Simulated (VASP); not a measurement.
**As3F: relaxation of cell and atoms with r2SCAN**

As3F:

```xyz
4
Lattice="4.1901 0.0000 0.0000 0.0000 4.1901 0.0000 0.0000 0.0000 4.1901" Properties=species:S:1:pos:R:3 pbc="T T T"
As    0.0000    2.0951    2.0951
As    2.0951    0.0000    2.0951
As    2.0951    2.0951    0.0000
F     0.0000    0.0000    0.0000
```

The cell was built by a generator and needn't be a form met in nature.

```json
{
 "Program": "VASP 6.6.1",
 "Task": "relaxation of cell and atoms",
 "Functional": "r2SCAN",
 "Potentials or basis": "VASP PAW PBE potentials, release 64 (As, F)",
 "Cutoff": "600 eV",
 "k mesh": "8 × 8 × 8",
 "Occupations": "fermi-dirac, width 0.1 eV",
 "Spin": "no spin polarisation",
 "Dipole correction": "no",
 "Further INCAR settings": "ALGO = Normal; EDIFF = 1e-06; IBRION = 2; EDIFFG = -0.01; NSW = 60; ISIF = 3"
}
```

* Relaxed volume: 16.18 Å³/atom
* Relaxed cell: a = 4.015 Å, b = 4.015 Å, c = 4.015 Å, α = 90.00°, β = 90.00°, γ = 90.00°
* Space group after relaxing (to 0.05 Å): Pm-3m (No. 221)
* Energy gained by relaxing: 69.4 meV/atom
* Ionic steps: 3
* Pressure after relaxing: 0.0 GPa
* Band gap on the k mesh: none (metal or under the smearing width)

The path:
```tsv
step	energy change (eV)	largest force (eV/Å)	pressure (GPa)	volume (Å³)
1	0.0000	0.0000	-8.94	73.57
2	-0.2660	0.0000	2.41	63.17
3	-0.2775	0.0000	0.04	64.71
```

Final structure:
```
As F
1.0
     4.01478    0.00000    0.00000
     0.00000    4.01478    0.00000
     0.00000    0.00000    4.01478
As F
3 1
Cartesian
  0.0000 2.0074 2.0074
  2.0074 0.0000 2.0074
  2.0074 2.0074 0.0000
  0.0000 0.0000 0.0000
```

Levels at points of the mesh, in eV from the Fermi level:
```tsv
k point	band 7	band 8	band 9	band 10	band 11	band 12	band 13	band 14	band 15
(0.00, 0.00, 0.00)	-5.65	-2.21	-2.21	-2.21	1.86	1.86	1.86	4.25	5.72
(0.50, 0.00, 0.00)	-3.59	-3.59	-3.24	-0.43	0.19	0.30	0.30	0.84	4.03
(0.50, 0.50, 0.00)	-3.39	-3.39	-2.58	-1.64	-0.62	-0.62	1.30	1.30	5.26
(0.50, 0.50, 0.50)	-6.29	-6.29	-1.08	-1.08	-1.08	5.67	5.67	6.41	6.41
```

It took 5.6 min on 1 thread of AMD EPYC 9R45 96-Core Processor (Zen 5), on a shared host, peak memory 0.22 GiB.

Caveat: the PAW data sets were made with another functional, which shifts forces and pressure a little.
